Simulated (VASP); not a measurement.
VASP input:

### KPOINTS
```
Automatic mesh
0
Gamma
4 4 2
0 0 0
```

POSCAR:
```
SnSe2
3.7639090
  1.0000000000   0.0000000000   0.0000000000
 -0.5000001328   0.8660254539   0.0000000000
  0.0000000000   0.0000000000   1.6881962343
Sn Se
1 2
Cart
  0.0000000000   0.0000000000   0.0000000000
  0.5000004557   0.2886748626   1.2781333690
 -0.0000005886   0.5773505912   0.4100628653
```

INCAR:
```
ALGO=Normal
EDIFF=1E-6
ENCUT=300
GGA=PE
ISIF=2
ISMEAR=0
LASPH=.True.
LCHARG=.False.
LMAXMIX=4
LREAL=.False.
LWAVE=.False.
NELM=100
PREC=Accurate
SIGMA=0.01
SYSTEM=SnSe2
```

POTCAR, in this order: Sn_d Se (PBE.64 set). Program: vasp_std.

Q: Write an equivalent input for Quantum ESPRESSO's pw.x.

A: One equivalent input (not run):
```
&CONTROL
  calculation = 'scf'
  pseudo_dir = './pseudo'
  outdir = './out'
  tprnfor = .true.
  tstress = .true.
/
&SYSTEM
  ibrav = 0
  nat = 3
  ntyp = 2
  ecutwfc = 86
  occupations = 'smearing'
  smearing = 'gaussian'
  degauss = 0.000735
  input_dft = 'pbe'
/
&ELECTRONS
  conv_thr = 7.3e-08
  electron_maxstep = 100
/
ATOMIC_SPECIES
  Sn 118.710 Sn.upf
  Se 78.971 Se.upf
CELL_PARAMETERS angstrom
     3.7639090    0.0000000    0.0000000
    -1.8819550    3.2596410    0.0000000
     0.0000000    0.0000000    6.3542170
ATOMIC_POSITIONS crystal
  Sn   0.0000000  0.0000000  0.0000000
  Se   0.6666670  0.3333330  0.7571000
  Se   0.3333330  0.6666670  0.2429000
K_POINTS automatic
  4 4 2 0 0 0
```
What does not carry over: the potentials are each code's own (VASP's PAW set, PseudoDojo norm-conserving files in pw.x), so ENCUT and ecutwfc are chosen apart and not converted; conv_thr bounds pw.x's estimated SCF error, while EDIFF bounds the energy change between steps.

The structure comes from a computed database's SnSe2 entry; how it stands against other phases isn't given here. The cell was not relaxed at this level. The k-mesh is coarse (spacing up to 0.49 per Å, 2π included), so the numbers may not be converged in it. The run is one of a series of settings (KPOINTS 4×4×2 Γ-centred mesh against the base run), some of them coarse on purpose.
